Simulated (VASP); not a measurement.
Output of a VASP run:

**OUTCAR**
```
 ion  position               nearest neighbor table
   1  0.000  0.000  0.000-   2 2.68   2 2.68   2 2.68   2 2.68   4 2.88   3 2.88   4 2.88   4 2.88
                             3 2.88   3 2.88   4 2.88   3 2.88
   2  0.500  0.500  0.000-   1 2.68   1 2.68   1 2.68   1 2.68   4 2.88   3 2.88   4 2.88   3 2.88
                             4 2.88   4 2.88   3 2.88   3 2.88
   3  0.750  0.250  0.500-   4 2.68   4 2.68   4 2.68   4 2.68   2 2.88   1 2.88   2 2.88   1 2.88
                             2 2.88   2 2.88   1 2.88   1 2.88
   4  0.250  0.750  0.500-   3 2.68   3 2.68   3 2.68   3 2.68   2 2.88   1 2.88   2 2.88   2 2.88
                             1 2.88   1 2.88   2 2.88   1 2.88
  LATTYP: Found a body centered tetragonal cell.
 ALAT       =     3.7903400000
 C/A-ratio  =     2.2857474527
 Subroutine PRICEL returns:
 Original cell was already a primitive cell.
 Subroutine GETGRP returns: Found 16 space group operations
The static configuration has the point symmetry D_4h.
The dynamic configuration has the point symmetry D_4h.
 Subroutine INISYM returns: Found 16 space group operations
 Subroutine IBZKPT returns following result:
 Found     75 irreducible k-points:

 Following reciprocal coordinates:
            Coordinates               Weight
  0.000000  0.000000  0.000000      1.000000
  0.111111 -0.000000  0.000000      8.000000
  0.222222  0.000000  0.000000      8.000000
  0.333333 -0.000000  0.000000      8.000000
  0.444444  0.000000  0.000000      8.000000
  0.111111  0.111111  0.000000      8.000000
  0.222222  0.111111  0.000000     16.000000
  0.333333  0.111111  0.000000     16.000000
  0.444444  0.111111  0.000000     16.000000
 -0.444444  0.111111  0.000000     16.000000
 -0.333333  0.111111 -0.000000     16.000000
 -0.222222  0.111111  0.000000     16.000000
 -0.111111  0.111111  0.000000      4.000000
  0.222222  0.222222  0.000000      8.000000
  0.333333  0.222222  0.000000     16.000000
  0.444444  0.222222  0.000000     16.000000
 -0.444444  0.222222  0.000000     16.000000
 -0.333333  0.222222 -0.000000     16.000000
 -0.222222  0.222222  0.000000      4.000000
  0.333333  0.333333  0.000000      8.000000
  0.444444  0.333333  0.000000     16.000000
 -0.444444  0.333333  0.000000     16.000000
 -0.333333  0.333333  0.000000      4.000000
  0.444444  0.444444  0.000000      8.000000
 -0.444444  0.444444  0.000000      4.000000
  0.111111  0.111111  0.111111      8.000000
  0.222222  0.111111  0.111111     16.000000
  0.333333  0.111111  0.111111     16.000000
 -0.111111  0.111111  0.111111      4.000000
  0.222222  0.222222  0.111111      8.000000
  0.333333  0.222222  0.111111     16.000000
  0.444444  0.222222  0.111111     16.000000
 -0.444444  0.222222  0.111111      8.000000
 -0.222222  0.222222  0.111111      8.000000
 -0.111111  0.222222  0.111111      8.000000
  0.333333  0.333333  0.111111      8.000000
  0.444444  0.333333  0.111111      8.000000
 -0.333333  0.333333  0.111111      8.000000
 -0.222222  0.333333  0.111111     16.000000
 -0.111111  0.333333  0.111111      8.000000
   k-points           NKPTS =     75   k-points in BZ     NKDIM =     75   number of bands    NBANDS=     30
   number of dos      NEDOS =    301   number of ions     NIONS =      4
   total plane-waves  NPLWV =  27000
   dimension x,y,z NGX =    30 NGY =   30 NGZ =   30
   dimension x,y,z NGXF=    60 NGYF=   60 NGZF=   60
   ions per type =               1   3
   PREC   = accura    normal or accurate (medium, high low for compatibility)
   ISTART =      0    job   : 0-new  1-cont  2-samecut
   ICHARG =      2    charge: 1-file 2-atom 10-const
   ISPIN  =      1    spin polarized calculation?
   LNONCOLLINEAR =      F non collinear calculations
   LSORBIT =      F    spin-orbit coupling
   INIWAV =      1    electr: 0-lowe 1-rand  2-diag
   ENCUT  =  300.0 eV  22.05 Ry    4.70 a.u.   7.19  7.19  7.19*2*pi/ulx,y,z
   NELM   =    100;   NELMIN=  2; NELMDL= -5     # of ELM steps
   EDIFF  = 0.1E-05   stopping-criterion for ELM
   LREAL  =      F    real-space projection
...
```

### OSZICAR
```
       N       E                     dE             d eps       ncg     rms          rms(c)
DAV:   1     0.304776629593E+03    0.30478E+03   -0.18316E+04  4974   0.221E+03
DAV:   2     0.613715810434E+01   -0.29864E+03   -0.29222E+03  4738   0.460E+02
DAV:   3    -0.243516195620E+02   -0.30489E+02   -0.29907E+02  5100   0.128E+02
DAV:   4    -0.253772468919E+02   -0.10256E+01   -0.10053E+01  5864   0.242E+01
DAV:   5    -0.253991320447E+02   -0.21885E-01   -0.21869E-01  5348   0.322E+00    0.142E+01
DAV:   6    -0.247193780213E+02    0.67975E+00   -0.21709E+00  5322   0.944E+00    0.624E+00
DAV:   7    -0.246102645293E+02    0.10911E+00   -0.23417E-01  5614   0.540E+00    0.264E+00
DAV:   8    -0.245886381272E+02    0.21626E-01   -0.58001E-02  5168   0.344E+00    0.232E-01
DAV:   9    -0.245875353699E+02    0.11028E-02   -0.60035E-03  5660   0.178E+00    0.974E-02
DAV:  10    -0.245875061510E+02    0.29219E-04   -0.17156E-03  5324   0.642E-01    0.406E-02
DAV:  11    -0.245874953408E+02    0.10810E-04   -0.32651E-04  5272   0.412E-01    0.864E-03
DAV:  12    -0.245874960874E+02   -0.74658E-06   -0.55374E-05  6094   0.162E-01    0.384E-03
DAV:  13    -0.245874971900E+02   -0.11026E-05   -0.16282E-05  5876   0.340E-02    0.182E-03
DAV:  14    -0.245874971175E+02    0.72454E-07   -0.91022E-07  3030   0.134E-02
   1 F= -.24587497E+02 E0= -.24572328E+02  d E =-.303385E-01
```

OUTCAR:
```
------------------------ aborting loop because EDIFF is reached ----------------------------------------
  FORCE on cell =-STRESS in cart. coord.  units (eV):
  Direction    XX          YY          ZZ          XY          YZ          ZX
  --------------------------------------------------------------------------------------
  Total       -2.0735691     -2.0735691     -1.8066566      0.0000000      0.0000000      0.0000000
  in kB      -53.3821838    -53.3821838    -46.5107591      0.0000000      0.0000000      0.0000000
  external PRESSURE =     -51.0917089 kB  Pullay stress =       0.0000000 kB
  volume of cell :       62.23
      direct lattice vectors                 reciprocal lattice vectors
    -1.895170000  1.895170000  4.331880000     0.000000000  0.263828575  0.115423327
     1.895170000 -1.895170000  4.331880000     0.263828575  0.000000000  0.115423327
     1.895170000  1.895170000 -4.331880000     0.263828575  0.263828575  0.000000000
 POSITION                                       TOTAL-FORCE (eV/Angst)
 -----------------------------------------------------------------------------------
      0.00000      0.00000      0.00000         0.000000      0.000000      0.000000
      0.00000      0.00000      4.33188         0.000000      0.000000      0.000000
      0.00000      1.89517      2.16594         0.000000     -0.000000     -0.000000
      1.89517      0.00000      2.16594        -0.000000      0.000000     -0.000000
 -----------------------------------------------------------------------------------
    total drift:                                0.000000     -0.000000      0.000000
  FREE ENERGIE OF THE ION-ELECTRON SYSTEM (eV)
  ---------------------------------------------------
  free  energy   TOTEN  =       -24.5874971175 eV

  energy  without entropy=      -24.5571586153  energy(sigma->0) =      -24.57232787
```
(Selected blocks of OUTCAR.)

### POSCAR
```
TaGa3
1
   -1.8951700000     1.8951700000     4.3318800000
    1.8951700000    -1.8951700000     4.3318800000
    1.8951700000     1.8951700000    -4.3318800000
Ta Ga
1 3
Direct
  0.0000000000   0.0000000000   0.0000000000
  0.5000000000   0.5000000000   0.0000000000
  0.7500000000   0.2500000000   0.5000000000
  0.2500000000   0.7500000000   0.5000000000
```

Write an INCAR and KPOINTS that could have produced this output.

One answer among several that fit: the input of the run itself, LDA (Ceperley-Alder, Perdew-Zunger), plane waves, VASP's LDA PAW potentials (set 64).

**KPOINTS**
```
Automatic mesh
0
Gamma
9 9 9
0 0 0
```

### INCAR
```
SYSTEM = TaGa3
PREC = Accurate
ENCUT = 300
EDIFF = 1E-6
NELM = 100
ALGO = Normal
LREAL = .FALSE.
LASPH = .TRUE.
ISMEAR = -1
SIGMA = 0.1
LMAXMIX = 6
LWAVE = .FALSE.
LCHARG = .FALSE.
ISIF = 2
```

POTCAR, in this order: Ta_pv Ga_d (LDA.64 set). Program: vasp_std.

At this cut-off the stress carries a Pulay error, which pulls relaxed volumes low.

The structure comes from a computed database's TaGa3 entry; how it stands against other phases isn't given here. The cell was not relaxed at this level.
